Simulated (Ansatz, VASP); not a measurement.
**Cross-check of H50C21S3O7 between VASP and Ansatz**

Wanted: the spread between two codes on one cell, functional and k mesh. The structure shown is frame 233 of Ansatz's trajectory.

Program: Ansatz 0.2.0. Level of theory: plane waves, with VASP 6.6.1 beside it; single point at PBE with D3(BJ). Results are calculated unless marked as measured.

**1. Starting point**

The cell holds 81 atoms: 21 C, 3 S, 50 H and 7 O. Its edges and angles: a = 8.574 Å, b = 8.574 Å, c = 21.346 Å, α = 90.0°, β = 90.0°, γ = 90.0°. Vacuum lies along c.

**2. Ansatz: dynamics, PBE with D3(BJ)**

Ansatz runs on its default PAW (the set named soft_2) files.

One frame of this run of dynamics is then solved in both programs, so the motion causes no difference.

Contents of input.yaml:

```yaml
crystal:
  lattice:
    - [8.57364, 0.0, 0.0]
    - [0.0, 8.57364, 0.0]
    - [0.0, 0.0, 21.34624]
  atoms:
    - { symbol: C, position: [0.48119, 0.40165, 0.43835] }
    - { symbol: C, position: [0.50702, 0.48219, 0.50107] }
    - { symbol: S, position: [0.7172, 0.4592, 0.52765] }
    - { symbol: C, position: [0.6858, 0.58942, 0.59653] }
    - { symbol: C, position: [0.82171, 0.57515, 0.64112] }
    - { symbol: C, position: [0.69502, 0.27981, 0.56903] }
    - { symbol: C, position: [0.83784, 0.17119, 0.56167] }
    - { symbol: H, position: [0.57019, 0.44919, 0.40293] }
    - { symbol: H, position: [0.49671, 0.27783, 0.44438] }
    - { symbol: H, position: [0.35741, 0.4153, 0.42485] }
    - { symbol: H, position: [0.48003, 0.60524, 0.49885] }
    - { symbol: H, position: [0.4382, 0.43265, 0.53891] }
    - { symbol: H, position: [0.57418, 0.56053, 0.62323] }
    - { symbol: H, position: [0.67912, 0.70501, 0.56975] }
    - { symbol: H, position: [0.77964, 0.5976, 0.68786] }
    - { symbol: H, position: [0.91247, 0.66369, 0.6286] }
    - { symbol: H, position: [0.8772, 0.46246, 0.64195] }
    - { symbol: H, position: [0.68796, 0.29702, 0.61713] }
    - { symbol: H, position: [0.58423, 0.21596, 0.56024] }
    - { symbol: H, position: [0.93699, 0.23876, 0.5771] }
    - { symbol: H, position: [0.87354, 0.14115, 0.51542] }
    - { symbol: H, position: [0.83087, 0.06788, 0.5929] }
    - { symbol: C, position: [0.35519, 0.96935, 0.05225] }
    - { symbol: C, position: [0.34272, 0.81853, 0.01825] }
    - { symbol: S, position: [0.26034, 0.66592, 0.07012] }
    - { symbol: C, position: [0.28333, 0.50759, 0.01355] }
    - { symbol: C, position: [0.24189, 0.53442, 0.9451] }
    - { symbol: C, position: [0.05601, 0.72091, 0.04981] }
    - { symbol: C, position: [0.9543, 0.60134, 0.08238] }
    - { symbol: H, position: [0.24233, 0.00154, 0.05996] }
    - { symbol: H, position: [0.42385, 0.06201, 0.03427] }
    - { symbol: H, position: [0.3963, 0.94438, 0.09677] }
    - { symbol: H, position: [0.45713, 0.78915, 0.00277] }
    - { symbol: H, position: [0.2688, 0.84641, 0.97387] }
    - { symbol: H, position: [0.3953, 0.46242, 0.01412] }
    - { symbol: H, position: [0.22879, 0.40515, 0.03378] }
    - { symbol: H, position: [0.31301, 0.61764, 0.92181] }
    - { symbol: H, position: [0.25768, 0.42074, 0.92559] }
    - { symbol: H, position: [0.11628, 0.5502, 0.93723] }
    - { symbol: H, position: [0.04126, 0.83712, 0.06748] }
    - { symbol: H, position: [0.03771, 0.73181, 0.00133] }
    - { symbol: H, position: [0.84087, 0.64633, 0.07229] }
    - { symbol: H, position: [0.98736, 0.50075, 0.05718] }
    - { symbol: H, position: [0.96816, 0.5811, 0.13328] }
    - { symbol: C, position: [0.60762, 0.95009, 0.77787] }
    - { symbol: C, position: [0.64647, 0.10521, 0.80796] }
    - { symbol: S, position: [0.7766, 0.23469, 0.76154] }
    - { symbol: C, position: [0.75544, 0.39963, 0.81647] }
    - { symbol: C, position: [0.60966, 0.4907, 0.80194] }
    - { symbol: C, position: [0.94912, 0.14634, 0.79067] }
    - { symbol: C, position: [0.08403, 0.25389, 0.7743] }
    - { symbol: H, position: [0.54447, 0.97677, 0.73514] }
    - { symbol: H, position: [0.55114, 0.86403, 0.80686] }
    - { symbol: H, position: [0.70672, 0.90005, 0.75681] }
    - { symbol: H, position: [0.53763, 0.1704, 0.8128] }
    - { symbol: H, position: [0.68575, 0.07923, 0.85561] }
    - { symbol: H, position: [0.74409, 0.35536, 0.86487] }
    - { symbol: H, position: [0.85289, 0.46865, 0.81164] }
    - { symbol: H, position: [0.62995, 0.60075, 0.82476] }
    - { symbol: H, position: [0.58444, 0.50197, 0.75386] }
    - { symbol: H, position: [0.51577, 0.42832, 0.82716] }
    - { symbol: H, position: [0.96792, 0.03913, 0.76561] }
    - { symbol: H, position: [0.93742, 0.13724, 0.8453] }
    - { symbol: H, position: [0.06218, 0.37183, 0.78888] }
    - { symbol: H, position: [0.10059, 0.23617, 0.72404] }
    - { symbol: H, position: [0.1962, 0.22048, 0.79466] }
    - { symbol: O, position: [0.44204, 0.9427, 0.60171] }
    - { symbol: C, position: [0.3238, 0.86021, 0.59711] }
    - { symbol: O, position: [0.30574, 0.71804, 0.58611] }
    - { symbol: H, position: [0.20758, 0.92563, 0.60551] }
    - { symbol: O, position: [0.29928, 0.67968, 0.81121] }
    - { symbol: C, position: [0.16538, 0.73347, 0.79714] }
    - { symbol: O, position: [0.06814, 0.80511, 0.8289] }
    - { symbol: H, position: [0.134, 0.73125, 0.7456] }
    - { symbol: O, position: [0.07864, 0.17454, 0.97204] }
    - { symbol: C, position: [0.93551, 0.13734, 0.98133] }
    - { symbol: O, position: [0.87922, 0.99976, 0.9856] }
    - { symbol: H, position: [0.85064, 0.23628, 0.98449] }
    - { symbol: O, position: [0.83198, 0.79678, 0.90082] }
    - { symbol: H, position: [0.8529, 0.8677, 0.93706] }
    - { symbol: H, position: [0.9237, 0.7974, 0.87189] }
kpoints:
  mp_grid: { grid: [1, 1, 1] }
hamiltonian:
  xc: pbe
  dispersion: d3bj
scf:
  occupations: { method: fermi_dirac, width: 0.025 }
output:
  forces: true
md:
  timestep: 0.5
  n_steps: 700
  ensemble: nve
  temperature: 340
  initial_velocities: maxwell_boltzmann
  seed: 5984
```

Run with:

```bash
ansatz run input.yaml --threads 4 --pin off --max-ram 8192MiB --backend cpu --events-out ev --progress --plain --runs-dir out
```

Numbers of over 12 decimals in the logs are rounded to 6 here.

The program printed:

```text
Warning: md: disabling space-group detection — thermal motion breaks the input geometry's symmetry, so no spatial operation reduces the k-mesh or symmetrises the density; time reversal is kept, so that k and −k are solved as one point where they differ and the mesh holds both, and exact exchange and, on two spinor components, a DFT+U term hold to it where the run has them: on two components no moment then forms, and  [...]
Engine: ansatz 0.2.0, aarch64-unknown-linux-gnu
Pseudopotentials: kind: paw
Pseudopotential: C, paw, valence charge 4, recommended cutoff 420 eV (normal), C.paw.azcp
Pseudopotential: S, paw, valence charge 6, recommended cutoff 420 eV (normal), S.paw.azcp
Pseudopotential: H, paw, valence charge 1, recommended cutoff 420 eV (normal), H.paw.azcp
Pseudopotential: O, paw, valence charge 6, recommended cutoff 420 eV (normal), O.paw.azcp
Functional definition: PBE
  parameter kappa = 0.804
  parameter beta = 0.066725
  exchange = pbe_x(kappa = kappa, mu = beta*pi^2/3)
  correlation = pbe_c(beta = beta)
Crystal: 81 atoms, lattice volume = 1569.105 Å³
Basis set: ecut = 420 eV, 30647 PW (Γ), exchange–correlation on 120×120×288 points (8 copies of the dense FFT grid, shifted against one another)
Bands: 178, of which v1, the nominal top of the filled ones, is band 97 counted from 1 (96 counted from 0)
Symmetry: 1 space group operations
k-points: 1
Non-local potential: C, projectors of the file, l = 0: 2, l = 1: 2, l = 2: 1
Non-local potential: S, projectors of the file, l = 0: 2, l = 1: 2, l = 2: 2
Non-local potential: H, projectors of the file, l = 0: 2, l = 1: 1
Non-local potential: O, projectors of the file, l = 0: 2, l = 1: 2, l = 2: 1
PAW form: soft (Blöchl's): semilocal exchange-correlation on the pseudo side does not see the compensation charge
PAW one-centre angular grid: C, 110 points (default); XC on 64 Gauss nodes
PAW one-centre angular grid: S, 110 points (default); XC on 64 Gauss nodes
PAW one-centre angular grid: H, 110 points (default); XC on 64 Gauss nodes
PAW one-centre angular grid: O, 110 points (default); XC on 64 Gauss nodes
Initial density: superposition of atomic densities (neutral atoms: chi_scale 0, normalization atom), corrected by the library's trained network
Initial wavefunctions: pseudopotential atomic-orbital guess
Functional: x = pbe(κ = 0.804, μ = 0.219515), c = pbe(β = 0.066725)
SCF iter   1: F=—  HF=-12746.407860 eV  |F-HF|=—  |Δ(HF+E_count)|=         —  Δρ=6.18e-3  dr2=1.75e0  ethr=1.77e-3  ⟨swp⟩=6.0  Hψ=859  notcnv=0  defer=31
preconditioner: auto → Resta (q_TF=auto, 1.926 Å⁻¹)  ε∞=1.9  [insulator: Δε(μ)=2.920 eV  Ē_g=13.358 eV  σ=0.025 eV  W_gap=1.00  n_scr=200 (ndim 8)  ℏωp=12.6 eV  f_vac=0.507  D(μ)=0.00/eV (n_scr^D=0)  ε∞_Penn≈1.9  vacuum switching on, ρ_ref=1.3e-2 e/Å³]
SCF iter   2: F=—  HF=-12745.780502 eV  |F-HF|=—  |Δ(HF+E_count)|=   6.27e-1  Δρ=3.65e-3  dr2=2.46e-1  ethr=9.03e-4  ⟨swp⟩=3.0  Hψ=307  notcnv=0  defer=73
SCF iter   3: F=—  HF=-12745.709594 eV  |F-HF|=—  |Δ(HF+E_count)|=   7.09e-2  Δρ=1.55e-3  dr2=5.91e-2  ethr=1.27e-4  ⟨swp⟩=2.0  Hψ=310  notcnv=0  defer=73
SCF iter   4: F=—  HF=-12745.698415 eV  |F-HF|=—  |Δ(HF+E_count)|=   1.12e-2  Δρ=1.08e-3  dr2=1.61e-2  ethr=3.05e-5  ⟨swp⟩=2.0  Hψ=210  notcnv=0  defer=73
SCF iter   5: F=—  HF=-12745.696292 eV  |F-HF|=—  |Δ(HF+E_count)|=   2.12e-3  Δρ=4.43e-4  dr2=2.69e-3  ethr=8.29e-6  ⟨swp⟩=2.0  Hψ=310  notcnv=0  defer=73
SCF iter   6: F=—  HF=-12745.695966 eV  |F-HF|=—  |Δ(HF+E_count)|=   3.25e-4  Δρ=1.31e-4  dr2=1.82e-4  ethr=1.39e-6  ⟨swp⟩=3.0  Hψ=203  notcnv=0  defer=73
SCF iter   7: F=—  HF=-12745.696037 eV  |F-HF|=—  |Δ(HF+E_count)|=   7.04e-5  Δρ=3.97e-5  dr2=1.75e-5  ethr=9.40e-8  ⟨swp⟩=2.0  Hψ=201  notcnv=0  defer=73
SCF iter   8: F=—  HF=-12745.696301 eV  |F-HF|=—  |Δ(HF+E_count)|=   2.64e-4  Δρ=1.57e-5  dr2=2.75e-6  ethr=9.02e-9  ⟨swp⟩=2.0  Hψ=201  notcnv=0  defer=73
SCF iter   9: F=—  HF=-12745.696302 eV  |F-HF|=—  |Δ(HF+E_count)|=   9.51e-7  Δρ=8.02e-6  dr2=8.24e-7  ethr=1.42e-9  ⟨swp⟩=3.0  Hψ=206  notcnv=0  defer=73
SCF iter  10: F=-12745.696302 eV  HF=-12745.696302 eV  |F-HF|=3.12e-8  |Δ(HF+E_count)|=   4.50e-8  Δρ=2.00e-6  dr2=3.97e-8  ethr=4.18e-11  ⟨swp⟩=3.0  Hψ=529  notcnv=0
SCF 1 converged in 10 iterations: F = -12745.696302 eV  dr2 = 3.97e-8
  greatest PAW one-centre occupation: 0.872 electrons in one spin orbital (limit 2), on the O atom at site 72 (counted from 0), in its partial waves of l = 0
[...]
automatic band count: iteration 1 solves 113 bands in place of 178: the levels show a gap, and the empty bands left out lie too high to hold charge; the band table lists the bands solved (type scf.n_extra_bands for more)
md step   695: t =   347.50 fs  T =   453.7 K  F+E_penalty+E_count = -12746.87878602 eV  E_kin = 4.691465 eV  conserved = -12742.18732104 eV  (4 SCF iters)
[...]
md step   696: t =   348.00 fs  T =   449.2 K  F+E_penalty+E_count = -12746.83215350 eV  E_kin = 4.645261 eV  conserved = -12742.18689270 eV  (4 SCF iters)
[...]
md step   697: t =   348.50 fs  T =   439.8 K  F+E_penalty+E_count = -12746.73283988 eV  E_kin = 4.547717 eV  conserved = -12742.18512270 eV  (4 SCF iters)
[...]
md step   698: t =   349.00 fs  T =   428.1 K  F+E_penalty+E_count = -12746.60951843 eV  E_kin = 4.426941 eV  conserved = -12742.18257731 eV  (4 SCF iters)
[...]
md step   699: t =   349.50 fs  T =   418.0 K  F+E_penalty+E_count = -12746.50251645 eV  E_kin = 4.322185 eV  conserved = -12742.18033176 eV  (4 SCF iters)
[...]
md step   700: t =   350.00 fs  T =   412.7 K  F+E_penalty+E_count = -12746.44736053 eV  E_kin = 4.267932 eV  conserved = -12742.17942823 eV  (9 SCF iters)
SCF converged after 9 iterations
Free energy (F): -12746.447361 eV
Harris-Foulkes:  -12746.447361 eV  (|F-HF|=5.13e-10)
Internal energy: -12746.447361 eV  (E = F + TS)
E sigma→0 (E₀):  -12746.447361 eV
Fermi energy:    -0.586997 eV
--- Per-component energies (eV) ---
  E_band       = -1890.662329
  E_kinetic    = 4140.562156
  E_local      = -46167.877540  (includes V_loc(G=0)·N_el)
  E_nonlocal   = 1075.306465
  E_hartree    = 21123.397598
  E_xc         = -2260.888472
  E_vxc        = -2741.765289  (∫ρ·V_xc dr)
  E_paw        = -5022.514690  (= ΣΔE_a)
  E_vpaw       = -443.635766  (= ΣTr[D̂ρ^β])
  E_aug_tail   = -0.050273  (compensation charges beyond the density's cutoff)
  E_ewald      = 14369.156438
  E_disp       = -3.539042  (pairwise vdW)
  E_smearing   = -0.000000  (= −TS)
  E_closure    = 0.000000  (closes the sum)
  Σ components = -12746.447361   (vs F -12746.447361, Δ=0.00e0)
--- Forces (eV/Å), atoms counted from 1 ---
  atom   1  C     -1.17520517     1.49600179    -2.61310592
  atom   2  C      0.77729998     1.69736771     0.62235874
  atom   3  S      1.18091400    -0.28397539    -0.59376308
  atom   4  C      0.51377814    -0.45479430    -0.98222764
  atom   5  C     -0.60806153     3.38370227    -0.50892895
  atom   6  C      0.50199953    -2.36943946    -1.14518912
  atom   7  C     -1.11319135     0.38392830    -0.24177626
  atom   8  H     -0.49029625    -0.17726504     0.63721995
  atom   9  H      0.52962976    -0.83658782     1.02047290
  atom  10  H      1.31940269     0.15966502     0.25097381
  atom  11  H     -0.58970077    -1.65934276    -0.19869791
  atom  12  H     -0.30043350    -0.31846527     0.47062049
  atom  13  H     -0.22196934     0.88640637     0.33299080
  atom  14  H     -0.00919178    -0.04827629     1.09494524
  atom  15  H     -1.33909383    -1.65796819    -0.47917856
  atom  16  H      1.64283447    -2.19002819    -0.37116716
  atom  17  H     -0.51427708    -0.00254679     1.18644527
  atom  18  H     -0.33318936     0.78429233     1.11675604
  atom  19  H      0.05277557     0.15185761     0.28492338
  atom  20  H      1.10955747     0.92234722     0.72399208
  atom  21  H     -0.72040941    -0.44567237    -0.41975898
  atom  22  H     -0.05430668     0.44558957    -0.42097292
  atom  23  C     -0.02033604    -0.50212085     3.41009355
  atom  24  C      2.66850321    -1.16975557    -2.89210207
[...]
atom  74  H     -0.23061060     1.07459647     0.48872695
  atom  75  O     -0.41333585     0.03180275    -0.73161497
  atom  76  C      0.35524045     0.21152335     1.65141786
  atom  77  O      0.16530290     0.34887170    -0.59940606
  atom  78  H     -0.07025888     0.08028707     0.24761863
  atom  79  O     -0.70383050    -2.46110601    -0.84140017
  atom  80  H      0.31165173     1.45772350     0.53879682
  atom  81  H      0.70867218     0.50500502    -0.29604663
  max |Σ_I F_I| component: 4.24e-5 eV/Å
--- MD trajectory: 700 steps, t = 0.0 → 350.0 fs ---
  final state: T = 412.7 K   F+E_penalty+E_count = -12746.44736053 eV   E_kin = 4.267932 eV
  conserved energy: peak-to-peak 1.348e-2 eV (1.664e-4 eV/atom) over 350.0 fs
```

Reading the cycles: dr2 is the Hartree energy of the density residual (eV), the measure of convergence; HF is the Harris–Foulkes estimate of the energy, which meets the free energy F at convergence.

(Part 1 of 2 ends here.)

[Lines on the potential files, build, host, timing and source positions are cut from VASP's logs without a mark.]

[Logs are printed without paths, hosts, clocks, repeated set-up lines and the standing remarks that a program may print on its own settings, such as how far it seeks lower states.]

[Hosts, paths, dates, database ids (printed as entryN), source tags and the programs' standing remarks are cut or masked in the printed files.]
